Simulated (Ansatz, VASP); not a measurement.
# Be (Beryllium) in two plane-wave programs

One calculation is typed for both programs; each brings its own data sets. How far apart do they land? The structure shown is the end of the Ansatz relaxation below.

Program: Ansatz 0.2.0. Level of theory: plane waves, with VASP 6.6.1 beside it; single point at PBEsol. Results are calculated unless marked as measured.

## (1) Starting point

Symmetry: P6_3/mmc, No. 194, hexagonal system. The conventional cell has a = 2.192 Å, b = 2.192 Å, c = 3.464 Å, α = 90.00°, β = 90.00°, γ = 120.00°. Nearest to Be lie 12 Be at 2.15 to 2.19 Å.

## (2) Ansatz: relaxation, PBEsol

Ansatz runs on its PAW soft_1 files.

This run makes the geometry at which the two programs are then compared.

File input.yaml:

```yaml
crystal:
  lattice:
    - [2.1927694817, 0.0, 0.0]
    - [-1.0963847408, 1.8989940758, 0.0]
    - [0.0, 0.0, 3.4620731889]
  atoms:
    - { symbol: Be, position: [0.3333333333, 0.6666666667, 0.25] }
    - { symbol: Be, position: [0.6666666667, 0.3333333333, 0.75] }
kpoints:
  mp_grid: { grid: [24, 24, 12] }
hamiltonian:
  xc: pbesol
  pseudopotentials: { kind: paw, azcp: { folder: soft_1 }, xc_functional: pbe }
scf:
  occupations: { method: methfessel_paxton, width: 0.2 }
output:
  forces: true
  stress: true
  eigenvalues: true
relax:
  adjacent_minimum: "off"
  f_tol: 0.001
  max_steps: 60
  cell: { stress_tol: 0.01, fix: [volume] }
```

The run is started by

```bash
> ansatz run input.yaml --threads 4 --pin off --max-ram 10240MiB --backend cpu --events-out ev --progress --plain --runs-dir out
```

Numbers of over 12 decimals in the logs are rounded to 6 here.

Log:

```text
Engine: ansatz 0.2.0, x86_64-unknown-linux-gnu
Pseudopotentials: kind: paw
Pseudopotential: Be, paw, valence charge 2, recommended cutoff 420 eV (normal), soft_1/Be.paw.azcp
Functional definition: PBEsol
  exchange = pbesol_x
  correlation = pbesol_c
Crystal: 2 atoms, lattice volume = 14.416 Å³
Basis set: ecut = 420 eV, 287 PW (Γ), exchange–correlation on 30×30×48 points (8 copies of the dense FFT grid, shifted against one another)
Bands: 6, of which v1, the nominal top of the filled ones, is band 2 counted from 1 (1 counted from 0)
Symmetry: 24 space group operations
Space group: P63/mmc (ITA 194), of the structure as read, at distance tolerance 2.4e-5 Å
k-points: 427 of 6912
Non-local potential: Be, projectors of the file, l = 0: 2, l = 1: 2, l = 2: 1
PAW form: soft (Blöchl's): semilocal exchange-correlation on the pseudo side does not see the compensation charge
PAW frozen core: Be, regenerated for the run's functional, and the local potential with it (the file was generated under x = pbe(κ = 0.804, μ = 0.219515), c = pbe(β = 0.066725))
PAW one-centre angular grid: Be, 110 points (default); XC on 64 Gauss nodes
Initial density: superposition of atomic densities (chi_scale 0.1, normalization cell)
Initial wavefunctions: pseudopotential atomic-orbital guess
Functional: x = pbesol(κ = 0.804, μ = 0.123457), c = pbesol(β = 0.046)
SCF iter   1: F=—  HF=-180.674683 eV  |F-HF|=—  |Δ(HF+E_count)|=         —  Δρ=1.57e-2  dr2=2.48e-2  ethr=3.10e-3  ⟨swp⟩=4.5  Hψ=20892  notcnv=0
preconditioner: auto → none  [metal: Δε(μ)=0.022 eV  Ē_g=13.757 eV  σ=0.200 eV  W_gap=0.09  n_scr=2 (ndim 8)  ℏωp=19.6 eV  f_vac=0.000  D(μ)=0.21/eV (n_scr^D=0)  sad-step TF]
SCF iter   2: F=—  HF=-180.658451 eV  |F-HF|=—  |Δ(HF+E_count)|=   1.62e-2  S|Δr|=    0.00e0  Δρ=9.48e-3  dr2=9.26e-3  ethr=6.19e-4  ⟨swp⟩=1.0  Hψ=5978  notcnv=0
SCF iter   3: F=—  HF=-180.655198 eV  |F-HF|=—  |Δ(HF+E_count)|=   3.25e-3  S|Δr|=    0.00e0  Δρ=4.93e-4  dr2=2.83e-5  ethr=2.32e-4  ⟨swp⟩=1.0  Hψ=2562  notcnv=0
SCF iter   4: F=—  HF=-180.655189 eV  |F-HF|=—  |Δ(HF+E_count)|=   8.94e-6  S|Δr|=    0.00e0  Δρ=3.27e-5  dr2=9.52e-8  ethr=2.50e-9  ⟨swp⟩=3.5  Hψ=10850  notcnv=0
SCF iter   5: F=-180.655189 eV  HF=-180.655189 eV  |F-HF|=2.07e-9  |Δ(HF+E_count)|=   4.30e-8  S|Δr|=    0.00e0  Δρ=6.65e-6  dr2=3.92e-9  ethr=2.38e-9  ⟨swp⟩=2.0  Hψ=7263  notcnv=0
SCF 1 converged in 5 iterations: F = -180.655189 eV  dr2 = 3.92e-9
  greatest PAW one-centre occupation: 0.380 electrons in one spin orbital (limit 2), on the Be atom at site 1 (counted from 0), in its partial waves of l = 0
relax step   1: F+E_penalty+E_count = -180.65518929 eV  Δ(F+E_penalty+E_count) = +0.000e0 eV  max|allowed force component| = 2.035e-16 eV/Å  Δτ_max = 0.0000 Å  P = +11.850 GPa  Ω = 14.416 Å³  fix = [volume]  reactions: volume +11.850 GPa  (5 SCF iters, dr2 threshold 1.00e-7 eV, accepted)
[...]
relax step   2: F+E_penalty+E_count = -180.65520087 eV  Δ(F+E_penalty+E_count) = -1.159e-5 eV  max|allowed force component| = 2.313e-16 eV/Å  Δτ_max = 0.0000 Å  P = +11.840 GPa  Ω = 14.416 Å³  energy of the carried Pulay correction = +2.583e-7 eV  fix = [volume]  reactions: volume +11.840 GPa  (2 SCF iters, dr2 threshold 1.84e-7 eV, accepted)
[...]
relax step   3: F+E_penalty+E_count = -180.65520132 eV  Δ(F+E_penalty+E_count) = -4.407e-7 eV  max|allowed force component| = 1.850e-16 eV/Å  Δτ_max = 0.0000 Å  P = +11.838 GPa  Ω = 14.416 Å³  energy of the carried Pulay correction = +3.165e-7 eV  fix = [volume]  reactions: volume +11.838 GPa  (3 SCF iters, dr2 threshold 6.22e-9 eV, accepted)
[...]
relax step   4: F+E_penalty+E_count = -180.65520131 eV  Δ(F+E_penalty+E_count) = +2.521e-9 eV  max|allowed force component| = 1.850e-16 eV/Å  Δτ_max = 0.0000 Å  P = +11.838 GPa  Ω = 14.416 Å³  fix = [volume]  reactions: volume +11.838 GPa  stress off target by 9.33e-4 GPa on what of the cell is left free  SCF on the basis re-selected at this cell (its energy is not comparable with the rows above)  (4 SCF iters)
basis re-selected at this cell: Δ(F+E_penalty+E_count) = +2.521e-9 eV, ΔP = -0.000 GPa vs the last step (what re-selecting the basis moved, of the pressure what is left beyond the Pulay correction that the steps carried, after the strain that the cell walked since its last selection, with what the two solves' SCF thresholds leave and, on support functions, any second-order correction that the steps lacked; it is no m [...]
SCF converged after 4 iterations
Stability not checked: this state was not tested for a lower state beside it, because cold or Methfessel-Paxton smearing, or corrected tetrahedra, fill the levels in a way that the test cannot read (fill_not_monotonic; see scf.lower_state_search)
Free energy (F): -180.655201 eV
Harris-Foulkes:  -180.655201 eV  (|F-HF|=8.53e-14)
Internal energy: -180.654741 eV  (E = F + TS)
E sigma→0 (E₀):  -180.655086 eV
Entropy (-TS):   -0.000461 eV (-0.230 meV/atom)
Fermi energy:    8.948727 eV
--- Per-component energies (eV) ---
  E_band       = 14.587960
  E_kinetic    = 45.324062
  E_local      = 7.150136  (includes V_loc(G=0)·N_el)
  E_nonlocal   = 7.892443
  E_hartree    = 0.084680
  E_xc         = -41.542305
  E_vxc        = -42.779042  (∫ρ·V_xc dr)
  E_paw        = -113.478694  (= ΣΔE_a)
  E_vpaw       = -3.168998  (= ΣTr[D̂ρ^β])
  E_aug_tail   = -0.000001  (compensation charges beyond the density's cutoff)
  E_ewald      = -86.104124
  E_core_change = 0.019063  (= ΣΔE_core)
  E_smearing   = -0.000461  (= −TS)
  E_closure    = 0.000000  (closes the sum)
  Σ components = -180.655201   (vs F -180.655201, Δ=0.00e0)
--- Forces (eV/Å), atoms counted from 1 ---
  atom   1  Be    -0.00000000     0.00000000     0.00000000
  atom   2  Be     0.00000000    -0.00000000    -0.00000000
  max |Σ_I F_I| component: 7.40e-17 eV/Å
--- Stress (GPa, compression-positive) ---
       11.838511       0.000000      -0.000000
        0.000000      11.838511      -0.000000
       -0.000000      -0.000000      11.837112
  P = ⅓ Tr σ = 11.8380 GPa (118.380 kbar)
--- Band table (eV; the first three rows and the last of 427) ---
  k-point 0: bands = ["-2.8587", "4.1499", "10.3704", "26.2456", "26.2456", "29.2653"]
  k-point 1: bands = ["-2.7971", "3.7988", "10.8715", "26.3046", "26.3046", "29.2479"]
  k-point 2: bands = ["-2.6121", "2.9770", "12.1418", "26.4787", "26.4787", "29.1837"]
  k-point 426: bands = ["7.7578", "7.7578", "9.2853", "9.2853", "16.0920", "16.0920"]
--- Relaxed structure (3 steps of the walk, 3 accepted, 1 SCFs on fresh bases) ---
  F+E_penalty+E_count = -180.65520131 eV   max|allowed force component| = 1.850e-16 eV/Å   (the final SCF, on the basis selected at the relaxed cell)
  cell:  # Å, volume = 14.4163 Å³
    - [2.192065, -2.8858257423409748e-11, 0]
    - [-1.096033, 1.898384, 0]
    - [0, 0, 3.464297]
  atoms:
    - { symbol: Be, position: [0.333333, 0.666667, 0.250000] }
    - { symbol: Be, position: [0.666667, 0.333333, 0.750000] }
```

Reading the cycles: dr2 is the Hartree energy of the density residual (eV), the measure of convergence; HF is the Harris–Foulkes estimate of the energy, which meets the free energy F at convergence.

## (3) VASP: single point, PBEsol, pair 1

The same cell, functional, mesh and smearing now go to VASP, with its own data sets.

Lines of VASP's logs that name or quote its potential files are left out, and so is its time.

File INCAR:

```
SYSTEM = Be
PREC = Accurate
ENCUT = 600
EDIFF = 1E-06
NELM = 120
ISMEAR = 1
SIGMA = 0.2
LREAL = .FALSE.
ALGO = Normal
GGA = PS
NBANDS = 8
LORBIT = 11
LWAVE = .FALSE.
LCHARG = .FALSE.
ISIF = 2
LASPH = .TRUE.
GGA_COMPAT = .FALSE.
```

File POSCAR:

```
Be
1.0
    2.1920654718      0.0000000000      0.0000000000
   -1.0960327359      1.8983843854      0.0000000000
    0.0000000000      0.0000000000      3.4642973242
Be
2
Direct
    0.3333333334      0.6666666668      0.2500000000
    0.6666666668      0.3333333334      0.7500000000
```

File KPOINTS:

```
Automatic mesh
0
Gamma
24 24 12
0 0 0
```

The projector-augmented-wave data sets are Be (PBE family, release 64).

The run is started by

```bash
> mpirun -np 1 vasp_std
```

Log:

```text
[banner, memory and clock lines left out]
running    1 mpi-ranks, on    1 nodes
 distrk:  each k-point on    1 cores,    1 groups
 distr:  one band on    1 cores,    1 groups

 POSCAR found type information on POSCAR Be
 POSCAR found :  1 types and       2 ions
|                                                                             |
|               ----> ADVICE to this user running VASP <----                  |
|                                                                             |
|     You enforced a specific xc type in the INCAR file but a different       |
|     [... a line on the potential file left out ...]
|     I HOPE YOU KNOW WHAT YOU ARE DOING!                                     |
|                                                                             |

 LDA part: xc-table for (Slater+PW92), standard interpolation
 POSCAR, INCAR and KPOINTS ok, starting setup
 FFT: planning ... GRIDC
 FFT: planning ... GRID_SOFT
 FFT: planning ... GRID
 WAVECAR not read
 entering main loop
       N       E                     dE             d eps       ncg     rms          rms(c)
DAV:   1    -0.284110580620E+01   -0.28411E+01   -0.19572E+03  6896   0.463E+02
DAV:   2    -0.797032626742E+01   -0.51292E+01   -0.49115E+01 10960   0.587E+01
DAV:   3    -0.798689493178E+01   -0.16569E-01   -0.16530E-01  7376   0.294E+00
DAV:   4    -0.798690347457E+01   -0.85428E-05   -0.85430E-05 10256   0.768E-02
DAV:   5    -0.798690347556E+01   -0.99159E-09   -0.10208E-08  7328   0.426E-04    0.136E+00
DAV:   6    -0.795837926741E+01    0.28524E-01   -0.39037E-03  7136   0.761E-01    0.831E-01
DAV:   7    -0.794710137332E+01    0.11278E-01   -0.49456E-03  7520   0.758E-01    0.196E-02
DAV:   8    -0.794709659443E+01    0.47789E-05   -0.13161E-05  7712   0.301E-02    0.854E-03
DAV:   9    -0.794709735963E+01   -0.76519E-06   -0.56607E-07  8480   0.518E-03
   1 F= -.79470974E+01 E0= -.79469439E+01  d E =-.460469E-03
```

From OUTCAR (step 3):

```text
ion  position               nearest neighbor table
   1  0.333  0.667  0.250-   2 2.15   2 2.15   2 2.15   2 2.15   2 2.15   2 2.15
   2  0.667  0.333  0.750-   1 2.15   1 2.15   1 2.15   1 2.15   1 2.15   1 2.15

  LATTYP: Found a hexagonal cell.
 ALAT       =     2.1920654718
 C/A-ratio  =     1.5803804078

 Subroutine GETGRP returns: Found 24 space group operations
 (whereof 12 operations were pure point group operations)

The static configuration has the point symmetry D_3d.
 The point group associated with its full space group is D_6h.

 Found    427 irreducible k-points:

   k-points           NKPTS =    427   k-points in BZ     NKDIM =    427   number of bands    NBANDS=      8

   dimension x,y,z NGX =    18 NGY =   18 NGZ =   28
   dimension x,y,z NGXF=    36 NGYF=   36 NGZF=   56

   ENCUT  =  600.0 eV  44.10 Ry    6.64 a.u.   4.38  4.38  6.92*2*pi/ulx,y,z

   NELECT =       4.0000    total number of electrons

 k-points in reciprocal lattice and weights: Automatic mesh
   0.00000000  0.00000000  0.00000000       0.000
   0.04166667 -0.00000000  0.00000000       0.001
   0.08333333 -0.00000000  0.00000000       0.001
   0.12500000 -0.00000000  0.00000000       0.001
   0.16666667  0.00000000  0.00000000       0.001
   0.20833333 -0.00000000  0.00000000       0.001
   0.25000000 -0.00000000  0.00000000       0.001
   0.29166667 -0.00000000  0.00000000       0.001
   0.33333333  0.00000000  0.00000000       0.001
[...]
0.33333333  0.29166667  0.50000000       0.002
   0.33333333  0.33333333  0.50000000       0.000

 average (electrostatic) potential at core
       1 -31.9889       2 -31.9889

 E-fermi :   7.7581

 k-point     1 :       0.0000    0.0000    0.0000
  band No.  band energies     occupation
      1      -4.0578      2.00000
      2       2.9548      2.00000
      3       9.1892     -0.00000
      4      25.0624      0.00000
      5      25.0624      0.00000
      6      28.0774      0.00000
      7      28.0774      0.00000
    ...

 k-point     2 :       0.0417   -0.0000    0.0000
  band No.  band energies     occupation
      1      -4.0064      2.00000
      2       3.0248      2.00000
      3       9.2000     -0.00000
      4      24.5995      0.00000
      5      24.6895      0.00000
      6      28.0942      0.00000
      7      28.2965      0.00000
    ...

 k-point     3 :       0.0833   -0.0000    0.0000
  band No.  band energies     occupation
      1      -3.8520      2.00000
      2       3.2346      2.00000
      3       9.2304     -0.00000
      4      23.3885      0.00000
      5      23.8582      0.00000
      6      28.1110      0.00000
      7      28.6384      0.00000
    ...

  Total        1.1106857      1.1106857      1.1178505      0.0000000      0.0000000     -0.0000000
  in kB      123.4380161    123.4380161    124.2342828      0.0000000      0.0000000     -0.0000000
  external PRESSURE =     123.7034384 kB  Pullay stress =       0.0000000 kB

  energy-cutoff  :      600.00
  volume of cell :       14.42
      direct lattice vectors                 reciprocal lattice vectors
     2.192065472  0.000000000  0.000000000     0.456190754  0.263381855  0.000000000
    -1.096032736  1.898384385  0.000000000     0.000000000  0.526763709  0.000000000
     0.000000000  0.000000000  3.464297324     0.000000000  0.000000000  0.288658826

 POSITION                                       TOTAL-FORCE (eV/Angst)
 -----------------------------------------------------------------------------------
      0.00000      1.26559      0.86607         0.000000      0.000000      0.000000
      1.09603      0.63279      2.59822        -0.000000     -0.000000      0.000000
 -----------------------------------------------------------------------------------
    total drift:                                0.000000      0.000000     -0.000000

  FREE ENERGIE OF THE ION-ELECTRON SYSTEM (eV)
  ---------------------------------------------------
  free  energy   TOTEN  =        -7.9470973596 eV

  energy  without entropy=       -7.9466368905  energy(sigma->0) =       -7.94694387

 total charge
# of ion       s       p       d       tot
------------------------------------------
    1        0.429   0.858   0.000   1.287
    2        0.429   0.858   0.000   1.287
--------------------------------------------------
tot          0.858   1.717   0.000   2.575

[... 3 further parts left out ...]
```

The run ends at a pressure of 12.37 GPa.

## (4) Side by side

Known differences besides the potentials themselves: the cutoff is 420 eV in Ansatz and 600 eV in VASP; Ansatz makes its cores anew for this functional, VASP keeps those of its PBE data sets; Ansatz's pressure holds a Pulay correction, VASP's none. Total energies have different zeros and are not compared.

The two programs side by side:

```csv
quantity,Ansatz,VASP,difference
pressure (GPa),11.84,12.37,-0.53
```

## (5) Ansatz: relaxation, PBEsol

This run makes the geometry at which the two programs are then compared. The cell compared in this pair holds 14.10 Å³, against 14.42 Å³ for the pair before.

The structure compared here is the end of the Ansatz relaxation.

input.yaml, as its differences from that of step 2:

```diff
@@ -2,5 +2,5 @@
   lattice:
-    - [2.1927694817, 0.0, 0.0]
-    - [-1.0963847408, 1.8989940758, 0.0]
-    - [0.0, 0.0, 3.4620731889]
+    - [2.1760644235, 0.0, 0.0]
+    - [-1.0880322117, 1.884527071, 0.0]
+    - [0.0, 0.0, 3.4390095809]
   atoms:
```

The run is started by

```bash
> ansatz run input.yaml --threads 4 --pin off --max-ram 10240MiB --backend cpu --events-out ev --progress --plain --runs-dir out
```

Log:

```text
[...]
Crystal: 2 atoms, lattice volume = 14.103 Å³
Basis set: ecut = 420 eV, 287 PW (Γ), exchange–correlation on 30×30×48 points (8 copies of the dense FFT grid, shifted against one another)
Bands: 6, of which v1, the nominal top of the filled ones, is band 2 counted from 1 (1 counted from 0)
Symmetry: 24 space group operations
[...]
k-points: 427 of 6912
[...]
--- Band table (eV; the first three rows and the last of 427) ---
[...]
--- Relaxed structure (3 steps of the walk, 3 accepted, 1 SCFs on fresh bases) ---
[...]
cell:  # Å, volume = 14.1029 Å³
    - [2.175372, -2.885832533456888e-11, 0.0]
    - [-1.087686, 1.883928, 0.0]
    - [0.0, 0.0, 3.441198]
  atoms:
    - { symbol: Be, position: [0.333333, 0.666667, 0.250000] }
    - { symbol: Be, position: [0.666667, 0.333333, 0.750000] }
[key lines of the parts left out:]
SCF converged after 4 iterations
Free energy (F): -180.628508 eV
Fermi energy:    9.168628 eV
P = ⅓ Tr σ = 15.5098 GPa (155.098 kbar)
```

## (6) VASP: single point, PBEsol, pair 2

The same cell, functional, mesh and smearing now go to VASP, with its own data sets.

INCAR is that of step 3.

File POSCAR:

```
Be
1.0
    2.1753724630      0.0000000000      0.0000000000
   -1.0876862315      1.8839278157      0.0000000000
    0.0000000000      0.0000000000      3.4411977460
Be
2
Direct
    0.3333333334      0.6666666668      0.2500000000
    0.6666666668      0.3333333334      0.7500000000
```

KPOINTS is that of step 3.

The run is started by

```bash
> mpirun -np 1 vasp_std
```

Log:

```text
[banner, memory and clock lines left out]
running    1 mpi-ranks, on    1 nodes
[...]
[... a notice as in an earlier step ...]

 LDA part: xc-table for (Slater+PW92), standard interpolation
 POSCAR, INCAR and KPOINTS ok, starting setup
[...]
entering main loop
       N       E                     dE             d eps       ncg     rms          rms(c)
DAV:   1    -0.281383048241E+01   -0.28138E+01   -0.20326E+03  6880   0.471E+02
DAV:   2    -0.794415660604E+01   -0.51303E+01   -0.49503E+01 10832   0.601E+01
DAV:   3    -0.796108705531E+01   -0.16930E-01   -0.16870E-01  7432   0.299E+00
DAV:   4    -0.796109870323E+01   -0.11648E-04   -0.11647E-04 10088   0.796E-02
DAV:   5    -0.796109870570E+01   -0.24700E-08   -0.24136E-08  7480   0.590E-04    0.139E+00
DAV:   6    -0.793106489734E+01    0.30034E-01   -0.42939E-03  7112   0.814E-01    0.851E-01
DAV:   7    -0.791933750836E+01    0.11727E-01   -0.52913E-03  7496   0.803E-01    0.209E-02
DAV:   8    -0.791933162683E+01    0.58815E-05   -0.13545E-05  7648   0.309E-02    0.926E-03
DAV:   9    -0.791933243078E+01   -0.80395E-06   -0.60057E-07  8768   0.526E-03
   1 F= -.79193324E+01 E0= -.79191859E+01  d E =-.439639E-03
```

(Part 1 of 2 ends here.)

[Lines on the potential files, build, host, timing and source positions are cut from VASP's logs without a mark.]

[Logs are printed without paths, hosts, clocks, repeated set-up lines and the standing remarks that a program may print on its own settings, such as how far it seeks lower states.]

[Hosts, paths, dates, database ids (printed as entryN), source tags and the programs' standing remarks are cut or masked in the printed files.]
